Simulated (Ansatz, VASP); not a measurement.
**GaP: VASP beside Ansatz**

One calculation is typed for both programs; each brings its own data sets. How far apart do they land? The cell is taken from a series of runs on this material, whose earlier steps may have relaxed, scaled, displaced or heated it; both programs get it as it stands.

Main program and level: Ansatz 0.2.0; plane waves, with VASP 6.6.1 beside it; relaxation of cell and atoms at BLYP with D3(BJ).

## (1) Starting point

Symmetry: F-43m, No. 216, cubic system. The conventional cell has a = 5.451 Å, b = 5.451 Å, c = 5.451 Å, α = 90.00°, β = 90.00°, γ = 90.00°. Ga has 4 P at 2.36 Å nearest. Nearest to P lie 4 Ga at 2.36 Å. Farther neighbours are not listed.

Structure file:

```cif
data_structure
_symmetry_space_group_name_H-M 'P 1'
_symmetry_Int_Tables_number 1
_cell_length_a 3.8541
_cell_length_b 3.8541
_cell_length_c 3.8541
_cell_angle_alpha 60.000
_cell_angle_beta 60.000
_cell_angle_gamma 60.000
_cell_volume 40.48
loop_
_atom_site_label
_atom_site_type_symbol
_atom_site_fract_x
_atom_site_fract_y
_atom_site_fract_z
_atom_site_occupancy
Ga1 Ga 0.00000 0.00000 0.00000 1
P2 P 0.25000 0.25000 0.25000 1
```

## (2) VASP: relaxation of cell and atoms, BLYP with D3(BJ)

The relaxed volume is the usual yardstick between codes: in a stiff, nearly cubic crystal its relative difference is about their pressure difference at one cell divided by the bulk modulus.

Lines of VASP's logs that name or quote its potential files are left out, and so is its time.

Input file INCAR:

```
SYSTEM = GaP
PREC = Accurate
ENCUT = 500
EDIFF = 1E-07
NELM = 120
ISMEAR = 0
SIGMA = 0.02
LREAL = .FALSE.
ALGO = Normal
GGA = B5
ALDAX = 1
AGGAX = 1
AGGAC = 1
ALDAC = 0
IVDW = 12
VDW_S6 = 1
VDW_S8 = 2.6996
VDW_A1 = 0.4298
VDW_A2 = 4.2359
NBANDS = 15
LORBIT = 11
LWAVE = .FALSE.
LCHARG = .FALSE.
ISIF = 3
IBRION = 2
NSW = 80
EDIFFG = -0.005
LASPH = .TRUE.
GGA_COMPAT = .FALSE.
NELMIN = 4
EFERMI = MIDGAP
```

Input file POSCAR:

```
GaP
1.0
    0.0000000000      2.7252500000      2.7252500000
    2.7252500000      0.0000000000      2.7252500000
    2.7252500000      2.7252500000      0.0000000000
Ga P
1 1
Direct
    0.0000000000      0.0000000000      0.0000000000
    0.2500000000      0.2500000000      0.2500000000
```

Input file KPOINTS:

```
Automatic mesh
0
Gamma
8 8 8
0 0 0
```

Potentials, in the order of the species: Ga_d and P (PBE family, release 64).

Command:

```bash
> mpirun -np 1 vasp_std
```

Numbers of over 12 decimals in the logs are rounded to 6 here.

The program printed:

```text
[banner, memory and clock lines left out]
running    1 mpi-ranks, on    1 nodes
 distrk:  each k-point on    1 cores,    1 groups
 distr:  one band on    1 cores,    1 groups

 POSCAR found type information on POSCAR GaP
 POSCAR found :  2 types and       2 ions
|                                                                             |
|               ----> ADVICE to this user running VASP <----                  |
|                                                                             |
|     You enforced a specific xc type in the INCAR file but a different       |
|     [... a line on the potential file left out ...]
|     I HOPE YOU KNOW WHAT YOU ARE DOING!                                     |
|                                                                             |

 LDA part: xc-table for (Slater(with rela. corr.)+VWN5), standard interpolation
 POSCAR, INCAR and KPOINTS ok, starting setup
 FFT: planning ... GRIDC
 FFT: planning ... GRID_SOFT
 FFT: planning ... GRID
 WAVECAR not read
 entering main loop
       N       E                     dE             d eps       ncg     rms          rms(c)
DAV:   1     0.835534008414E+02    0.83553E+02   -0.88890E+03   886   0.168E+03
DAV:   2    -0.140463500803E+01   -0.84958E+02   -0.80875E+02   968   0.313E+02
DAV:   3    -0.797140457601E+01   -0.65668E+01   -0.65379E+01  1115   0.699E+01
DAV:   4    -0.808419311673E+01   -0.11279E+00   -0.11276E+00  1033   0.997E+00
DAV:   5    -0.808674158990E+01   -0.25485E-02   -0.25482E-02  1165   0.132E+00    0.365E+00
DAV:   6    -0.777410666951E+01    0.31263E+00   -0.56142E-01  1340   0.123E+01    0.235E+00
DAV:   7    -0.774697126769E+01    0.27135E-01   -0.12282E-01  1080   0.220E+00    0.113E+00
DAV:   8    -0.774678090060E+01    0.19037E-03   -0.14900E-02  1130   0.163E+00    0.161E-01
DAV:   9    -0.774683162539E+01   -0.50725E-04   -0.16301E-03  1130   0.713E-01    0.534E-02
DAV:  10    -0.774686814971E+01   -0.36524E-04   -0.10911E-04  1122   0.966E-02    0.285E-02
DAV:  11    -0.774689590208E+01   -0.27752E-04   -0.25102E-05   997   0.483E-02    0.379E-03
DAV:  12    -0.774689597337E+01   -0.71289E-07   -0.10653E-06  1178   0.139E-02    0.329E-03
DAV:  13    -0.774689620283E+01   -0.22946E-06   -0.25802E-07  1009   0.414E-03    0.157E-03
DAV:  14    -0.774689614664E+01    0.56182E-07   -0.32693E-08   603   0.237E-03
   1 F= -.91650439E+01 E0= -.91650439E+01  d E =-.916504E+01
 curvature:   0.00 expect dE= 0.000E+00 dE for cont linesearch  0.000E+00
 trial: gam= 0.00000 g(F)=  0.245E-46 g(S)=  0.113E-03 ort = 0.000E+00 (trialstep = 0.100E+01)
 search vector abs. value=  0.113E-03
 bond charge predicted
       N       E                     dE             d eps       ncg     rms          rms(c)
DAV:   1    -0.775274315162E+01   -0.58469E-02   -0.15331E-02  1122   0.240E+00    0.207E-01
DAV:   2    -0.775175771366E+01    0.98544E-03   -0.15927E-03  1080   0.910E-01    0.947E-02
DAV:   3    -0.775150873743E+01    0.24898E-03   -0.26259E-04  1164   0.323E-01    0.206E-02
DAV:   4    -0.775148630831E+01    0.22429E-04   -0.26972E-05  1021   0.688E-02    0.863E-03
DAV:   5    -0.775148138336E+01    0.49250E-05   -0.26051E-06  1187   0.218E-02    0.184E-03
DAV:   6    -0.775148132151E+01    0.61857E-07   -0.89853E-08   654   0.352E-03
   2 F= -.91650783E+01 E0= -.91650783E+01  d E =-.343757E-04
 trial-energy change:   -0.000034  1 .order   -0.000021   -0.000113    0.000071
 step:   0.7045(harm=  0.6159)  dis= 0.00000  next Energy=    -9.165088 (dE=-0.445E-04)
 bond charge predicted
       N       E                     dE             d eps       ncg     rms          rms(c)
DAV:   1    -0.775025659272E+01    0.12248E-02   -0.13316E-03  1115   0.703E-01    0.614E-02
DAV:   2    -0.775016922370E+01    0.87369E-04   -0.14034E-04  1073   0.273E-01    0.280E-02
DAV:   3    -0.775014727431E+01    0.21949E-04   -0.22559E-05  1164   0.947E-02    0.613E-03
DAV:   4    -0.775014558825E+01    0.16861E-05   -0.23205E-06  1000   0.199E-02    0.255E-03
DAV:   5    -0.775014537383E+01    0.21441E-06   -0.21645E-07   864   0.642E-03    0.498E-04
DAV:   6    -0.775014538777E+01   -0.13938E-07   -0.16361E-08   498   0.136E-03
   3 F= -.91650863E+01 E0= -.91650863E+01  d E =-.423613E-04
 curvature:  -0.29 expect dE=-0.312E-07 dE for cont linesearch -0.312E-07
 trial: gam= 0.00000 g(F)=  0.344E-46 g(S)=  0.107E-06 ort =-0.348E-05 (trialstep = 0.941E+00)
 search vector abs. value=  0.107E-06
 reached required accuracy - stopping structural energy minimisation
```

From OUTCAR (step 2):

```text
ion  position               nearest neighbor table
   1  0.000  0.000  0.000-   2 2.36   2 2.36   2 2.36   2 2.36
   2  0.250  0.250  0.250-   1 2.36   1 2.36   1 2.36   1 2.36

  LATTYP: Found a face centered cubic cell.
 ALAT       =     5.4505000000

 Subroutine GETGRP returns: Found 24 space group operations
 (whereof 24 operations were pure point group operations)

The static configuration has the point symmetry T_d .

 Found     29 irreducible k-points:

   k-points           NKPTS =     29   k-points in BZ     NKDIM =     29   number of bands    NBANDS=     15

   dimension x,y,z NGX =    28 NGY =   28 NGZ =   28
   dimension x,y,z NGXF=    56 NGYF=   56 NGZF=   56

   ENCUT  =  500.0 eV  36.75 Ry    6.06 a.u.   7.03  7.03  7.03*2*pi/ulx,y,z

   NELECT =      18.0000    total number of electrons

 k-points in reciprocal lattice and weights: Automatic mesh
   0.00000000  0.00000000  0.00000000       0.002
   0.12500000  0.00000000  0.00000000       0.016
   0.25000000  0.00000000  0.00000000       0.016
   0.37500000  0.00000000  0.00000000       0.016
   0.50000000  0.00000000  0.00000000       0.008
   0.12500000  0.12500000  0.00000000       0.012
   0.25000000  0.12500000  0.00000000       0.047
   0.37500000  0.12500000  0.00000000       0.047
   0.50000000  0.12500000  0.00000000       0.047
[...]
-0.37500000  0.50000000  0.12500000       0.023
  -0.25000000  0.50000000  0.25000000       0.012

 Edisp (eV)   -1.41360

 average (electrostatic) potential at core
       1 -65.0549       2 -83.2354

 E-fermi :   5.8838

 k-point     1 :       0.0000    0.0000    0.0000
  band No.  band energies     occupation
    ...
      5      -9.4730      2.00000
      6      -7.4073      2.00000
      7       5.0463      2.00000
      8       5.0463      2.00000
      9       5.0463      2.00000
     10       6.7560      0.00000
     11       8.9904      0.00000
     12       8.9904      0.00000
     13       8.9904      0.00000
     14      14.0707      0.00000
    ...

 k-point     2 :       0.1250    0.0000    0.0000
  band No.  band energies     occupation
    ...
      5      -9.4730      2.00000
      6      -7.2074      2.00000
      7       3.4126      2.00000
      8       4.8210      2.00000
      9       4.8210      2.00000
     10       7.4318      0.00000
     11       9.3347      0.00000
     12       9.3347      0.00000
     13       9.5552      0.00000
     14      14.3814      0.00000
    ...

 k-point     3 :       0.2500    0.0000    0.0000
  band No.  band energies     occupation
    ...
      5      -9.4717      2.00000
      6      -6.6414      2.00000
      7       1.1859      2.00000
      8       4.3937      2.00000
      9       4.3937      2.00000
     10       7.1902      0.00000
     11       9.8489      0.00000
     12       9.8489      0.00000
     13      11.4138      0.00000
     14      14.1959      0.00000
    ...

 Edisp (eV)   -1.41494

  Total      -0.00122    -0.00122    -0.00122     0.00000     0.00000    -0.00000
  in kB      -0.04800    -0.04800    -0.04800     0.00000     0.00000    -0.00000
  external pressure =       -0.05 kB  Pullay stress =        0.00 kB

  energy-cutoff  :      500.00
  volume of cell :       40.56
      direct lattice vectors                 reciprocal lattice vectors
    -0.000000000  2.727082726  2.727082726    -0.183346107  0.183346107  0.183346107
     2.727082726 -0.000000000  2.727082726     0.183346107 -0.183346107  0.183346107
     2.727082726  2.727082726  0.000000000     0.183346107  0.183346107 -0.183346107

 POSITION                                       TOTAL-FORCE (eV/Angst)
 -----------------------------------------------------------------------------------
      0.00000      0.00000      0.00000        -0.000000     -0.000000     -0.000000
      1.36354      1.36354      1.36354         0.000000      0.000000      0.000000
 -----------------------------------------------------------------------------------
    total drift:                                0.000001      0.000001      0.000001

  FREE ENERGIE OF THE ION-ELECTRON SYSTEM (eV)
  ---------------------------------------------------
  free  energy   TOTEN  =        -9.1650862972 eV

  energy  without entropy=       -9.1650862972  energy(sigma->0) =       -9.16508630

 reached required accuracy - stopping structural energy minimisation

 total charge
# of ion       s       p       d       tot
------------------------------------------
    1        0.871   0.843  10.013  11.728
    2        1.026   1.538   0.000   2.564
--------------------------------------------------
tot          1.897   2.381  10.013  14.292

[... 3 further parts left out ...]
```

CONTCAR:

```
GaP
   1.00000000000000
    -0.0000000000000000    2.7270827255330214    2.7270827255330214
     2.7270827255330214   -0.0000000000000000    2.7270827255330214
     2.7270827255330214    2.7270827255330214    0.0000000000000000
  Ga              P
     1     1
Direct
     0.0000000000000000    0.0000000000000000    0.0000000000000000
     0.2500000000000000    0.2500000000000000    0.2500000000000000
```

## (3) Ansatz: relaxation of cell and atoms, BLYP with D3(BJ)

Ansatz runs on its default PAW (the set named soft_2) files.

The same cell, functional (in two slightly different forms), mesh and smearing now go to Ansatz, which takes its cutoff from its data sets.

Input file input.yaml:

```yaml
crystal:
  lattice:
    - [0.0, 2.72525, 2.72525]
    - [2.72525, 0.0, 2.72525]
    - [2.72525, 2.72525, 0.0]
  atoms:
    - { symbol: Ga, position: [0.0, 0.0, 0.0] }
    - { symbol: P, position: [0.25, 0.25, 0.25] }
kpoints:
  mp_grid: { grid: [8, 8, 8] }
hamiltonian:
  xc: blyp
  dispersion: d3bj
scf:
  occupations: { method: gaussian, width: 0.02 }
output:
  forces: true
  stress: true
  eigenvalues: true
  write_density: true
  write_potential: true
  elf: true
  volumetric_format: npy
relax:
  adjacent_minimum: "off"
  f_tol: 0.005
  max_steps: 60
  cell: { stress_tol: 0.03 }
```

Command:

```bash
> ansatz run input.yaml --threads 4 --pin off --max-ram 8192MiB --backend cpu --events-out ev --progress --plain --runs-dir out
```

The program printed:

```text
Engine: ansatz 0.2.0, aarch64-unknown-linux-gnu
Pseudopotentials: kind: paw
Pseudopotential: Ga, paw, valence charge 13, recommended cutoff 420 eV (normal), Ga.paw.azcp
Pseudopotential: P, paw, valence charge 5, recommended cutoff 420 eV (normal), P.paw.azcp
Functional definition: BLYP
  parameter beta = 0.0042
  parameter a = 0.04918
  parameter b = 0.132
  parameter c = 0.2533
  parameter d = 0.349
  exchange = b88_x(beta = beta)
  correlation = lyp_c(a = a, b = b, c = c, d = d)
Crystal: 2 atoms, lattice volume = 40.481 Å³
Basis set: ecut = 420 eV, 749 PW (Γ), exchange–correlation on 54×54×54 points (8 copies of the dense FFT grid, shifted against one another)
Bands: 13, of which v1, the nominal top of the filled ones, is band 9 counted from 1 (8 counted from 0)
Symmetry: 24 space group operations
Space group: F-43m (ITA 216), of the structure as read, at distance tolerance 3.4e-5 Å
k-points: 29 of 512 (time reversal used)
Non-local potential: Ga, projectors of the file, l = 0: 2, l = 1: 2, l = 2: 3, l = 3: 1
Non-local potential: P, projectors of the file, l = 0: 2, l = 1: 2, l = 2: 2
PAW form: soft (Blöchl's): semilocal exchange-correlation on the pseudo side does not see the compensation charge
PAW frozen core: Ga, regenerated for the run's functional, and the local potential with it (the file was generated under x = pbe(κ = 0.804, μ = 0.219515), c = pbe(β = 0.066725))
PAW frozen core: P, regenerated for the run's functional, and the local potential with it (the file was generated under x = pbe(κ = 0.804, μ = 0.219515), c = pbe(β = 0.066725))
PAW one-centre angular grid: Ga, 590 points (default); XC on 64 Gauss nodes
PAW one-centre angular grid: P, 110 points (default); XC on 64 Gauss nodes
Initial density: superposition of atomic densities (neutral atoms: chi_scale 0, normalization atom), corrected by the library's trained network
Initial wavefunctions: pseudopotential atomic-orbital guess
Functional: x = b88, c = lyp
SCF iter   1: F=—  HF=-4554.854614 eV  |F-HF|=—  |Δ(HF+E_count)|=         —  Δρ=5.58e-3  dr2=1.49e-2  ethr=1.77e-3  ⟨swp⟩=6.4  Hψ=2572  notcnv=0
preconditioner: auto → none  [insulator: Δε(μ)=1.705 eV  Ē_g=15.654 eV  σ=0.020 eV  W_gap=1.00  n_scr=14 (ndim 8)  ℏωp=24.8 eV  f_vac=0.011  D(μ)=0.00/eV (n_scr^D=0)  ε∞_Penn≈3.5]
SCF iter   2: F=—  HF=-4554.848064 eV  |F-HF|=—  |Δ(HF+E_count)|=   6.55e-3  Δρ=2.71e-3  dr2=1.39e-3  ethr=8.29e-5  ⟨swp⟩=2.7  Hψ=848  notcnv=0
SCF iter   3: F=—  HF=-4554.847589 eV  |F-HF|=—  |Δ(HF+E_count)|=   4.75e-4  Δρ=5.89e-4  dr2=1.16e-4  ethr=7.74e-6  ⟨swp⟩=2.0  Hψ=748  notcnv=0
SCF iter   4: F=—  HF=-4554.847547 eV  |F-HF|=—  |Δ(HF+E_count)|=   4.24e-5  Δρ=3.00e-4  dr2=1.87e-5  ethr=6.47e-7  ⟨swp⟩=2.0  Hψ=638  notcnv=0
SCF iter   5: F=—  HF=-4554.847548 eV  |F-HF|=—  |Δ(HF+E_count)|=   4.30e-7  Δρ=6.81e-5  dr2=1.18e-6  ethr=1.04e-7  ⟨swp⟩=2.0  Hψ=638  notcnv=0
SCF iter   6: F=-4554.847548 eV  HF=-4554.847548 eV  |F-HF|=2.01e-9  |Δ(HF+E_count)|=   4.64e-7  Δρ=2.23e-5  dr2=9.11e-8  ethr=5.56e-10  ⟨swp⟩=11.1  Hψ=3710  notcnv=0
SCF 1 converged in 6 iterations: F = -4554.847548 eV  dr2 = 9.11e-8
  greatest PAW one-centre occupation: 0.994 electrons in one spin orbital (limit 2), on the Ga atom at site 0 (counted from 0), in its partial waves of l = 2
relax step   1: F+E_penalty+E_count = -4554.84754799 eV  Δ(F+E_penalty+E_count) = +0.000e0 eV  max|allowed force component| = 2.498e-16 eV/Å  Δτ_max = 0.0000 Å  P = -0.040 GPa  Ω = 40.481 Å³  (6 SCF iters, dr2 threshold 1.00e-7 eV, accepted)
[...]
relax step   2: F+E_penalty+E_count = -4554.84755342 eV  Δ(F+E_penalty+E_count) = -5.429e-6 eV  max|allowed force component| = 7.864e-17 eV/Å  Δτ_max = 0.0000 Å  P = -0.012 GPa  Ω = 40.467 Å³  energy of the carried Pulay correction = +3.240e-6 eV  (4 SCF iters, dr2 threshold 3.91e-9 eV, accepted)
[...]
relax step   3: F+E_penalty+E_count = -4554.84755342 eV  Δ(F+E_penalty+E_count) = -1.201e-10 eV  max|allowed force component| = 8.789e-17 eV/Å  Δτ_max = 0.0000 Å  P = -0.013 GPa  Ω = 40.467 Å³  stress off target by 1.26e-2 GPa  SCF on the basis re-selected at this cell (its energy is not comparable with the rows above)  (4 SCF iters)
basis re-selected at this cell: Δ(F+E_penalty+E_count) = -1.201e-10 eV, ΔP = -0.000 GPa vs the last step (what re-selecting the basis moved, of the pressure what is left beyond the Pulay correction that the steps carried, after the strain that the cell walked since its last selection, with what the two solves' SCF thresholds leave and, on support functions, any second-order correction that the steps lacked; it is no  [...]
SCF converged after 4 iterations
Free energy (F): -4554.847553 eV
Harris-Foulkes:  -4554.847553 eV  (|F-HF|=5.46e-12)
Internal energy: -4554.847553 eV  (E = F + TS)
E sigma→0 (E₀):  -4554.847553 eV
Fermi energy:    8.324176 eV
--- Per-component energies (eV) ---
  E_band       = -51.985508
  E_kinetic    = 187.651650
  E_local      = -2199.677851  (includes V_loc(G=0)·N_el)
  E_nonlocal   = 455.659523
  E_hartree    = 1019.410772
  E_xc         = -128.927524
  E_vxc        = -115.945843  (∫ρ·V_xc dr)
  E_paw        = -2574.788459  (= ΣΔE_a)
  E_vpaw       = -418.494447  (= ΣTr[D̂ρ^β])
  E_aug_tail   = -0.000116  (compensation charges beyond the density's cutoff)
  E_ewald      = -1312.789275
  E_disp       = -1.418819  (pairwise vdW)
  E_core_change = 0.032547  (= ΣΔE_core)
  E_smearing   = -0.000000  (= −TS)
  E_closure    = 0.000000  (closes the sum)
  Σ components = -4554.847553   (vs F -4554.847553, Δ=0.00e0)
--- Forces (eV/Å), atoms counted from 1 ---
  atom   1  Ga     0.00000000     0.00000000    -0.00000000
  atom   2  P     -0.00000000     0.00000000     0.00000000
  max |Σ_I F_I| component: 7.40e-17 eV/Å
--- Stress (GPa, compression-positive) ---
       -0.012623      -0.000000      -0.000000
       -0.000000      -0.012623       0.000000
       -0.000000       0.000000      -0.012623
  P = ⅓ Tr σ = -0.0126 GPa (-0.126 kbar)
--- Band table (eV; the first three rows and the last of 29) ---
  k-point 0: bands = [... 5 lower, -4.9852, 7.4910, 7.4910, 7.4910, 9.2022, 11.4218, 11.4218, 11.4218]
  k-point 1: bands = [... 5 lower, -4.7851, 5.8530, 7.2651, 7.2651, 9.8754, 11.7659, 11.7659, 11.9920]
  k-point 2: bands = [... 5 lower, -4.2186, 3.6217, 6.8371, 6.8371, 9.6285, 12.2787, 12.2787, 13.8590]
  k-point 28: bands = [... 5 lower, -1.9698, 0.9141, 3.9983, 4.1491, 12.3194, 12.3389, 13.6410, 13.7792]
--- Relaxed structure (2 steps of the walk, 2 accepted, 1 SCFs on fresh bases) ---
  F+E_penalty+E_count = -4554.84755342 eV   max|allowed force component| = 8.789e-17 eV/Å   (the final SCF, on the basis selected at the relaxed cell)
  cell:  # Å, volume = 40.4674 Å³
    - [0, 2.724950, 2.724950]
    - [2.724950, 0, 2.724950]
    - [2.724950, 2.724950, 0]
  atoms:
    - { symbol: Ga, position: [0, 0, 0] }
    - { symbol: P, position: [0.250000, 0.250000, 0.250000] }
```

The column dr2 measures how far the density is from self-consistency, as an energy; F and HF (Harris–Foulkes) agree once it is small.

## (4) Differences

Known differences besides the potentials themselves: the cutoff is 420 eV in Ansatz and 500 eV in VASP; Ansatz makes its cores anew for this functional, VASP keeps those of its PBE data sets; VASP's log shows a relativistic correction to its local exchange, Ansatz's none; Ansatz adds a Pulay correction to the stress that steers its cell, VASP none. Total energies have different zeros and are not compared.

Both answers:

```csv
quantity,Ansatz,VASP,difference
volume (Å³),40.47,40.56,-0.23 %
"edge a after relaxation, in the typed setting (Å)",3.854,3.857,-0.08 %
```

## (5) What came out

```json
{
  "difference in volume (relaxation of cell and atoms, BLYP with D3(BJ))": "-0.23 %"
}
```

In words: The difference in volume is -0.23 % (relaxation of cell and atoms, BLYP with D3(BJ)), within the 1.2 % picked in this series as the mark of a large difference, as far as the stopping tolerances let one tell. How closely two codes agree says nothing of how well the functional describes the real material.

[Lines on the potential files, build, host, timing and source positions are cut from VASP's logs without a mark.]

[Logs are printed without paths, hosts, clocks, repeated set-up lines and the standing remarks that a program may print on its own settings, such as how far it seeks lower states.]

[Hosts, paths, dates, database ids (printed as entryN), source tags and the programs' standing remarks are cut or masked in the printed files.]
